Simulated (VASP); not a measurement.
Shape and ions are relaxed at each volume.

Here is the system:

AlTi has the tetragonal space group P4/mmm (No. 123), Pearson symbol tP2. Cell: a = 2.848 Å, b = 2.848 Å, c = 4.095 Å, α = 90.00°, β = 90.00°, γ = 90.00°. Ti on 1a is coordinated by 4 Ti at 2.848 Å and 8 Al at 2.872 Å (cuboctahedral). Al on 1d sees 4 Al at 2.848 Å and 8 Ti at 2.872 Å (cuboctahedral). (Neighbours: up to the widest gap in distance over summed covalent radii, below 1.35, at either atom.)

These are RPBE GGA, VASP's PBE PAW potentials (set 64) (plane waves; VASP 6.6.1) values and carry that method's errors. Settings: 520 eV cut-off, 13×13×9 Γ-centred mesh, first-order Methfessel-Paxton smearing of 0.10 eV, potentials Ti_sv Al.

Q: Give the energy at these volumes per atom, relative to the lowest: 15.61, 16.11, 16.61, 17.10, 17.60 Å³.

A: 22.6, 5.5, 0.0, 4.7, 18.0 meV/atom. A third-order Birch-Murnaghan fit gives B0 = 108 GPa and B0′ = 3.9.

The compound is TiAl in the L1_0 structure. It was relaxed first.
